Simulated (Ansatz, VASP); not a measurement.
## Two plane-wave programs on BaScO2F

Contents of INCAR:

```
ALGO = Normal
EDIFF = 1E-6
ENCUT = 520
ISIF = 2
ISMEAR = 0
LASPH = T
LCHARG = F
LREAL = F
LWAVE = F
NBANDS = 28
NELM = 100
PREC = Accurate
SIGMA = 0.05
```

File KPOINTS:

```
k-points
0
Gamma
  6 6 6
```

Contents of POSCAR:

```
BaScO2F
1.0
    4.2069470000      0.0000000000      0.0000000000
    0.0000000000      4.2069470000      0.0000000000
    0.0000000000      0.0000000000      4.2956412600
Ba Sc O F
1 1 2 1
Direct
    0.5000000000      0.5000000000      0.5000000000
    0.0000000000      0.0000000000      0.0000000000
    0.5000000000      0.0000000000      0.0000000000
    0.0000000000      0.5000000000      0.0000000000
    0.0000000000      0.0000000000      0.5000000000
```

Input for Ansatz:

```yaml
crystal:
  lattice:
    - [4.206947, 0.0, 0.0]
    - [0.0, 4.206947, 0.0]
    - [0.0, 0.0, 4.29564126]
  atoms:
    - { symbol: Ba, position: [0.5, 0.5, 0.5] }
    - { symbol: Sc, position: [0.0, 0.0, 0.0] }
    - { symbol: O, position: [0.5, 0.0, 0.0] }
    - { symbol: O, position: [0.0, 0.5, 0.0] }
    - { symbol: F, position: [0.0, 0.0, 0.5] }
basis:
  ecutwfc: 420
kpoints:
  mp_grid: { grid: [6, 6, 6] }
hamiltonian:
  xc: lda
scf:
  occupations: { method: gaussian, width: 0.05 }
output:
  forces: true
  stress: true
  eigenvalues: true
```

Change from the starting cell: strain +0.0200 x Voigt [0, 0, 1, 0, 0, 0], atoms carried along.

Alike in both runs: task single point; functional LDA; k mesh 6 × 6 × 6; occupations gaussian, width 0.05 eV; no spin polarisation.

|  | VASP | Ansatz |
| --- | --- | --- |
| version | VASP 6.6.1 | Ansatz 0.2.0 |
| potentials or method | VASP PAW LDA potentials, release 64 (Ba_sv, Sc_sv, O, F) | scalar-relativistic, plane waves, PAW |
| plane-wave cutoff (eV) | 520 | 420 |
| valence electrons in the cell | 40 | 40 |

Ansatz gave:

```
gap on the k mesh at the Fermi level (eV)       : 2.85
least direct gap on the mesh (eV)               : 3.25
pressure (GPa)                                  : -11.4
largest component of the traceless stress (GPa) : 1.83
```

**Question.** What did VASP give for the same quantities?

**Answer.** gap on the k mesh at the Fermi level (eV): 2.79; least direct gap on the mesh (eV): 3.19; pressure (GPa): -10.2; largest component of the traceless stress (GPa): 1.86.

Caveats: spin-orbit coupling is left out, which moves the levels of the heavy elements. A k mesh can miss the band edges.
